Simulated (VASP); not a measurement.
CdS (zinc blende): the mBJ gap over mesh and path against the volume, with the cell scaled uniformly; PBEsol's own equilibrium is at 24.724 Å³/atom. VASP (PAW), 400 eV cut-off, 9×9×9 Γ-centred mesh, Gaussian smearing of 0.050 eV, potentials Cd S. mBJ is a potential without an energy functional, so only the levels count. Fit the value as a straight line in ln V.

| V (Å³/atom) | mBJ gap over mesh and path (eV) |
|---|---|
| 21.757 | 2.854 |
| 22.499 | 2.803 |
| 23.241 | 2.752 |
| 23.983 | 2.698 |
| 24.724 | 2.643 |
| 25.466 | 2.587 |

**Question.** Fit the rows as the text says and predict the value at 26.208.

**Answer.** The slope against ln V is -1.70 eV, the volume deformation potential of this gap. The line misses the rows by up to 0.005 and gives 2.544 at 26.208. The run gave 2.530, -0.014 from the line.

Left out are failed runs and those whose mesh is unfit for this quantity.

The compound is CdS in the zinc blende structure, a metastable form; wurtzite is the usual one.
